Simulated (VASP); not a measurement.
Energy against volume of ZrB$_{2}$ (AlB2 type). Method: PBE GGA with D3 dispersion (zero damping), VASP's PBE PAW potentials (set 64) (plane waves; VASP 6.6.1). Run with 520 eV cut-off, 11×11×9 Γ-centred mesh, first-order Methfessel-Paxton smearing of 0.10 eV, potentials Zr_sv B.

Shape and ions are relaxed at each volume.

```
V (Å³/atom)  E (eV/atom)
-----------  -----------
9.479           -8.57372
9.781           -8.59785
10.084          -8.60531
10.386          -8.59840
```

Fit these four points and predict the energy of the run at 10.689 Å³/atom.

A cubic in V^(−2/3), the third-order Birch-Murnaghan form, passes through the four points with V0 = 10.08 Å³/atom and B0 = 253 GPa, and gives -8.5791 eV/atom there. The run gave -8.5792 eV/atom, -0.1 meV/atom from the fit; all five points give B0 = 253 GPa.

The compound is ZrB2 in the AlB2 type structure. It was relaxed first.
